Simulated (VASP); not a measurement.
# PPd2 (P6/mmm) in VASP: elastic constants with LDA

Aim: the elastic constants of PPd2 with LDA.

Program: VASP 6.6.1. These are calculated values, not measurements. Logs are shortened: lines on timing, memory, paths and dates and some standing lists are left out, and cuts for length are marked.

## (1) The structure

The structure is hexagonal, space group P6/mmm (No. 191). The conventional cell has a = 3.789 Å, b = 3.789 Å, c = 3.898 Å, α = 90.00°, β = 90.00°, γ = 120.00°. P (site symmetry 6/mmm) has 6 Pd at 2.19 Å as nearest neighbours. Pd (site symmetry -6m2) has 3 Pd at 2.19 Å and 3 P at 2.19 Å as nearest neighbours.

The cell was built by a generator and needn't be a form met in nature.

## (2) Elastic constants, LDA

The input, POSCAR:

```
PPd2
1.0
    3.7887813900      0.0000000000      0.0000000000
   -1.8943907000      3.2811809300      0.0000000000
    0.0000000000      0.0000000000      3.8982710000
P Pd
1 2
Cartesian
    0.0000000000      0.0000000000      0.0000000000
   -0.0000000223      2.1874539643      0.0000000000
    1.8943907123      1.0937269657      0.0000000000
```

The input, INCAR.step1:

```
SYSTEM = PPd2
PREC = Normal ; ENCUT = 700
EDIFF = 1E-8 ; ISMEAR = -1
SIGMA = 0.02 ; LREAL = .False.
LASPH = .True. ; NELM = 80
ALGO = Normal ; ISIF = 3
LWAVE = .False. ; LCHARG = .False.
IBRION = 2 ; NSW = 40
EDIFFG = -0.002
```

The input, INCAR.step2:

```
SYSTEM = PPd2
PREC = Normal ; ENCUT = 700
EDIFF = 1E-8 ; ISMEAR = -1
SIGMA = 0.02 ; LREAL = .False.
LASPH = .True. ; NELM = 80
ALGO = Normal ; ISIF = 3
LWAVE = .False. ; LCHARG = .False.
IBRION = 6 ; NFREE = 2
POTIM = 0.015 ; NSW = 1
```

The input, KPOINTS:

```
Automatic mesh
0
Gamma
  6 6 5
  0 0 0
```

Potentials or basis: VASP PAW LDA potentials, release 64 (P, Pd).

Launch:

```bash
cat potpaw_LDA.64/P/POTCAR potpaw_LDA.64/Pd/POTCAR > POTCAR
cp INCAR.step1 INCAR
mpirun -np 1 vasp_std > vasp.out
cp CONTCAR POSCAR
cp INCAR.step2 INCAR
mpirun -np 1 vasp_std > vasp.out
```

OUTCAR:

```text
SYSTEM = PPd2
   PREC = Normal
   ENCUT = 700
   EDIFF = 1E-8
   ISMEAR = -1
   LREAL = .False.
   LASPH = .True.
   NELM = 80
   ISIF = 3
   IBRION = 6
   NFREE = 2
   POTIM = 0.015
   NSW = 1

 ion  position               nearest neighbor table
   1  0.000  0.000  0.000-   2 2.56   3 2.56   2 2.56   3 2.56   3 2.56   2 2.56
   2  0.333  0.667  0.000-   3 2.56   3 2.56   1 2.56   1 2.56   1 2.56   3 2.56
   3  0.667  0.333  0.000-   2 2.56   2 2.56   1 2.56   1 2.56   1 2.56   2 2.56

  LATTYP: Found a hexagonal cell.
 ALAT       =     4.4318529574
 C/A-ratio  =     0.5923428200

  Lattice vectors:

 A1 = (   4.4318529574,  -0.0000000009,   0.0000000000)
 A2 = (  -2.2159264853,   3.8380972427,   0.0000000000)
 A3 = (   0.0000000000,   0.0000000000,   2.6251762786)

Analysis of symmetry for initial positions (statically):
=====================================================================
 Subroutine PRICEL returns:
 Original cell was already a primitive cell.

 Routine SETGRP: Setting up the symmetry group for a
 hexagonal supercell.

 Subroutine GETGRP returns: Found 24 space group operations
 (whereof 24 operations were pure point group operations)
 out of a pool of 24 trial point group operations.

The static configuration has the point symmetry D_6h.

Analysis of symmetry for dynamics (positions and initial velocities):
=====================================================================
 Subroutine PRICEL returns:
 Original cell was already a primitive cell.

 Routine SETGRP: Setting up the symmetry group for a
 hexagonal supercell.

 Subroutine GETGRP returns: Found 24 space group operations
 (whereof 24 operations were pure point group operations)
 out of a pool of 24 trial point group operations.

The dynamic configuration has the point symmetry D_6h.

 Subroutine INISYM returns: Found 24 space group operations
 (whereof 24 operations are pure point group operations),
 and found     1 'primitive' translations

----------------------------------------------------------------------------------------

                                     Primitive cell

  volume of cell :      44.6539

  direct lattice vectors                    reciprocal lattice vectors
     4.431852957 -0.000000001  0.000000000     0.225639255  0.130272885  0.000000000
    -2.215926485  3.838097243  0.000000000     0.000000000  0.260545770  0.000000000
     0.000000000  0.000000000  2.625176279     0.000000000  0.000000000  0.380926800

  length of vectors
     4.431852957  4.431852957  2.625176279     0.260545770  0.260545770  0.380926800

  position of ions in fractional coordinates (direct lattice)
     0.000000000  0.000000000  0.000000000
     0.333333330  0.666666670  0.000000000
     0.666666670  0.333333330  0.000000000

  ion indices of the primitive-cell ions
   primitive index   ion index
                 1           1
                 2           2
                 3           3

----------------------------------------------------------------------------------------

 KPOINTS: Automatic mesh

Automatic generation of k-mesh.
 Grid dimensions read from file:
 generate k-points for:    6    6    5

 Generating k-lattice:

  Cartesian coordinates                     Fractional coordinates (reciprocal lattice)
     0.037606543  0.021712148  0.000000000     0.166666667 -0.000000000  0.000000000
     0.000000000  0.043424295  0.000000000     0.000000000  0.166666667  0.000000000
     0.000000000  0.000000000  0.076185360     0.000000000  0.000000000  0.200000000

  Length of vectors
     0.043424295  0.043424295  0.076185360

  Shift w.r.t. Gamma in fractional coordinates (k-lattice)
     0.000000000  0.000000000  0.000000000

 Subroutine IBZKPT returns following result:
 ===========================================

 Found     21 irreducible k-points:

 Following reciprocal coordinates:
            Coordinates               Weight
  0.000000  0.000000  0.000000      1.000000
[... 57 lines left out ...]
     AMIX     =   0.40;   BMIX     =  1.00
     AMIX_MAG =   1.60;   BMIX_MAG =  1.00
  volume/ion in A,a.u.               =      14.88       100.45
  Fermi-wavevector in a.u.,A,eV,Ry     =   1.349278  2.549766 24.770117  1.820552
  Thomas-Fermi vector in A             =   2.476878
   LORBIT       =      0    0 simple, 1 ext, 2 COOP (PROOUT), +10 PAW based schemes
   GGA     = CA    functional components
   LHFCALC =     F    Hartree Fock is set to
   AEXX    =    0.0000 exact exchange contribution
   IVDW    =     0    specifies the selected vdW correction
   LEPSILON=     F    determine dielectric tensor
   LRPA    =     F    only Hartree local field effects (RPA)
 finite differences with symmetry
 non-spin polarized calculation
  energy-cutoff  :      700.00
  volume of cell :       44.65
 maximum number of plane-waves:      1902
   NGX = 19   NGY = 19   NGZ = 11

--------------------------------------- Ionic step        1  -------------------------------------------

 number of electron      25.0000012 magnetization

 Free energy of the ion-electron system (eV)
  ---------------------------------------------------
  ext. energy  EPLUGINS =         0.00000000
  ---------------------------------------------------
  free energy    TOTEN  =       -18.98025332 eV

  energy without entropy =      -18.97552722  energy(sigma->0) =      -18.97789027

------------------------ aborting loop because EDIFF is reached ----------------------------------------

  FORCE on cell =-STRESS in cart. coord.  units (eV):
  Direction    XX          YY          ZZ          XY          YZ          ZX
  --------------------------------------------------------------------------------------
  -------------------------------------------------------------------------------------
  Total        0.0134355      0.0134355      0.0046934     -0.0000000      0.0000000      0.0000000
  in kB        0.4820656      0.4820656      0.1684000     -0.0000000      0.0000000      0.0000000
  external PRESSURE =       0.3775104 kB  Pullay stress =       0.0000000 kB
[... 92 lines left out ...]
  FREE ENERGIE OF THE ION-ELECTRON SYSTEM (eV)
  ---------------------------------------------------
  free  energy   TOTEN  =       -18.9717643620 eV

  energy  without entropy=      -18.9677064969  energy(sigma->0) =      -18.96973543

[... ionic steps 4 to 18 ...]

--------------------------------------- Ionic step       19  -------------------------------------------

 number of electron      25.0000010 magnetization

------------------------ aborting loop because EDIFF is reached ----------------------------------------
[... 69 lines left out ...]
--------------------------------------- Ionic step       21  -------------------------------------------

 number of electron      25.0000008 magnetization

 Free energy of the ion-electron system (eV)
  ---------------------------------------------------
  ext. energy  EPLUGINS =         0.00000000
  ---------------------------------------------------
  free energy    TOTEN  =       -18.98033335 eV

  energy without entropy =      -18.97560737  energy(sigma->0) =      -18.97797036

 E-fermi :   9.6803     XC(G=0): -12.6856

 val. band max:        9.5429939685   @ k =   0.0000   0.0000   0.4000
 cond. band min:       9.6961288547   @ k =   0.1667   0.1667   0.2000
 fundamental gap:      0.1531348863
 Fermi energy:         9.6802507624

 k-point     1 :       0.0000    0.0000    0.0000
  band No.  band energies     occupation
      1      -3.2751      2.00000
      2       3.6059      2.00000
      3       3.6059      2.00000
      4       4.4541      2.00000
      5       5.6514      2.00000
      6       6.2197      2.00000
[... 433 lines left out ...]
      3       4.6442      2.00000
      4       5.2875      2.00000
      5       5.6208      2.00000
      6       5.8585      2.00000
[... 8 lines left out ...]
     15      13.6841      0.00000
     16      15.8386      0.00000

 [... further k-points ...]

------------------------ aborting loop because EDIFF is reached ----------------------------------------

  FORCE on cell =-STRESS in cart. coord.  units (eV):
  Direction    XX          YY          ZZ          XY          YZ          ZX
  --------------------------------------------------------------------------------------
  -------------------------------------------------------------------------------------
  Total        0.0112562      0.0112562      0.0042176     -0.0000000      0.0000000     -0.0000000
  in kB        0.4038698      0.4038698      0.1513274     -0.0000000      0.0000000     -0.0000000
  external PRESSURE =       0.3196890 kB  Pullay stress =       0.0000000 kB
[... 18 lines left out ...]
  FREE ENERGIE OF THE ION-ELECTRON SYSTEM (eV)
  ---------------------------------------------------
  free  energy   TOTEN  =       -18.9803333460 eV

  energy  without entropy=      -18.9756073699  energy(sigma->0) =      -18.97797036

 INTERNAL STRAIN TENSORS FROM STRAINED CELLS
 ============================================

 INTERNAL STRAIN TENSOR FOR ION    1 for displacements in x,y,z  (eV/Angst):
          X           Y           Z          XY          YZ          ZX
  --------------------------------------------------------------------------------
  x     0.00000     0.00000    -0.00000     0.00000     0.00000     0.00000
  y    -0.00000    -0.00000     0.00000     0.00000     0.00000     0.00000
  z     0.00000     0.00000    -0.00000     0.00000    -0.00000     0.00000

 INTERNAL STRAIN TENSORS FROM DISPLACED ATOMS
 ============================================

 INTERNAL STRAIN TENSOR FOR ION    1 for displacements in x,y,z  (eV/Angst):
          X           Y           Z          XY          YZ          ZX
  --------------------------------------------------------------------------------
  x     0.00000     0.00000     0.00000     0.00000     0.00000     0.00000
  y     0.00000     0.00000     0.00000     0.00000     0.00000     0.00000
  z     0.00000     0.00000     0.00000     0.00000     0.00000     0.00000

 INTERNAL STRAIN TENSOR FOR ION    3 for displacements in x,y,z  (eV/Angst):
          X           Y           Z          XY          YZ          ZX
  --------------------------------------------------------------------------------
  x    -0.00000     0.00000     0.00000    13.12513     0.00000     0.00000
  y    13.12513   -13.12513     0.00000     0.00000     0.00000     0.00000
  z     0.00000     0.00000     0.00000     0.00000    -0.00000     0.00000

 Eigenvectors and eigenvalues of the dynamical matrix
 ----------------------------------------------------

   1 f  =    6.545354 THz    41.125675 2PiTHz  218.329522 cm-1    27.069399 meV
             X         Y         Z           dx          dy          dz
      0.000000  0.000000  0.000000     0.000000   -0.000000   -0.000000
     -0.000000  2.558732  0.000000     0.618483   -0.342751    0.000000
      2.215926  1.279366  0.000000    -0.618483    0.342751    0.000000
[... 43 lines left out ...]
   9 f/i=    2.587259 THz    16.256231 2PiTHz   86.301685 cm-1    10.700040 meV
             X         Y         Z           dx          dy          dz
      0.000000  0.000000  0.000000     0.000000    0.000000    0.000000
     -0.000000  2.558732  0.000000     0.000000    0.000000   -0.707107
      2.215926  1.279366  0.000000     0.000000    0.000000    0.707107

--------------------------------------------------------------------------------------------------------

 ELASTIC MODULI CONTR FROM IONIC RELAXATION (kBar)
 Direction    XX          YY          ZZ          XY          YZ          ZX
 --------------------------------------------------------------------------------
 XX        -662.6741    662.6741      0.0000      0.0000      0.0000     -0.0000
 YY         662.6741   -662.6741      0.0000      0.0000     -0.0000      0.0000
 ZZ           0.0000      0.0000     -0.0000     -0.0000     -0.0000      0.0000
 XY           0.0000      0.0000     -0.0000   -662.6741     -0.0000      0.0000
 YZ           0.0000     -0.0000     -0.0000     -0.0000      0.0000      0.0000
 ZX          -0.0000      0.0000      0.0000      0.0000      0.0000      0.0000
 --------------------------------------------------------------------------------

 TOTAL ELASTIC MODULI (kBar)
 Direction    XX          YY          ZZ          XY          YZ          ZX
 --------------------------------------------------------------------------------
 XX        1931.5941   3205.3091    693.6831     -0.0000      0.0000      0.0000
 YY        3205.3091   1931.5941    693.6831     -0.0000      0.0000     -0.0000
 ZZ         693.6831    693.6831   3067.4723     -0.0000     -0.0000      0.0000
 XY          -0.0000     -0.0000     -0.0000   -636.8575      0.0000      0.0000
 YZ           0.0000     -0.0000     -0.0000      0.0000    -26.4644      0.0000
 ZX          -0.0000      0.0000      0.0000      0.0000      0.0000    -26.4644
 --------------------------------------------------------------------------------
```

Wall time 13 min (1 thread of Intel Xeon Platinum 8259CL at 2.50GHz (Skylake/Cascade Lake), shared host); peak memory 0.23 GiB.

What came out:

| Quantity | Value |
| --- | --- |
| Relaxed volume | 14.88 Å³/atom |
| Relaxed cell | a = 4.432 Å, b = 4.432 Å, c = 2.625 Å, α = 90.00°, β = 90.00°, γ = 120.00° |
| Space group after relaxing (to 0.05 Å) | P6/mmm (No. 191) |
| Voigt bulk modulus | 179 GPa |
| Highest phonon frequency at Γ, LO-TO splitting left out | 218 cm⁻¹ |
| Most unstable mode | 86i cm⁻¹ |

The path:
```
step  energy change (eV)  largest force (eV/Å)  pressure (GPa)  volume (Å³)
   1              0.0000                0.0000           84.36        48.46
   2              4.3712                0.0000          -12.29       125.91
   3              2.1281                0.0000          -16.55       105.35
   4             -0.2997                0.0000          -19.70        88.62
   5             -3.6395                0.0000          -12.63        67.07
   6             -3.7053                0.0000           13.42        57.40
   7             -3.9547                0.0000           -3.97        62.45
   8             -3.9662                0.0000           -1.24        61.42
   9             -3.9657                0.0000           -2.01        61.70
  10             -4.0026                0.0000           -2.06        60.37
  11             -4.1391                0.0000           -2.16        56.39
  12             -4.7493                0.0000            0.01        48.37
  13              1.8853                0.0000          151.29        32.17
  14             -4.8228                0.0000            0.86        47.47
  15             -4.8400                0.0000           25.87        39.85
  16             -5.0064                0.0000            4.92        44.80
  17             -5.0546                0.0000           12.78        42.37
  18             -5.0570                0.0000           11.19        42.76
  19             -5.0649                0.0000           11.55        42.63
  20             -5.0829                0.0000           12.62        42.22
  21             -5.0448                0.0000           15.79        41.40
  22             -5.0841                0.0000           13.02        42.09
  23             -5.0989                0.0000           12.04        42.25
  24             -5.1365                0.0000            9.25        42.73
  25             -5.1828                0.0000            4.16        43.70
  26             -5.1755                0.0000           -4.13        45.67
  27             -5.1947                0.0000            0.11        44.59
  28             -5.1948                0.0000            0.32        44.54
  29             -5.1949                0.0000            0.29        44.55
  30             -5.1952                0.0000            0.17        44.59
  31             -5.1954                0.0000           -0.06        44.67
  32             -5.1954                0.0000           -0.03        44.66
  33             -5.1954                0.0000           -0.02        44.66
  34             -5.1954                0.0000            0.00        44.65
```

Final structure:
```
CELL_PARAMETERS angstrom
4.43185 0.00000 0.00000
-2.21593 3.83810 0.00000
0.00000 0.00000 2.62518
ATOMIC_POSITIONS crystal
P 0.00000 0.00000 0.00000
Pd 0.33333 0.66667 0.00000
Pd 0.66667 0.33333 0.00000
```

Phonon frequencies in cm⁻¹ (negative: imaginary):
```csv
q point,frequencies
"(0.000, 0.000, 0.000)",-86 0 0 0 96 96 171 218 218
```

Elastic tensor in Voigt notation (GPa, in the Cartesian axes of the cell as first typed):
```
193 321  69   0   0   0
321 193  69   0   0   0
 69  69 307   0   0   0
  0   0   0  -3   0   0
  0   0   0   0  -3   0
  0   0   0   0   0 -64
```

Clamped-ion elastic tensor (GPa):
```
259 254  69   0   0   0
254 259  69   0   0   0
 69  69 307   0   0   0
  0   0   0  -3   0   0
  0   0   0   0  -3   0
  0   0   0   0   0   3
```

Caveat: some modes are imaginary; the elastic tensor has a negative eigenvalue, so either the cell is unstable as it stands or the mesh is too thin.
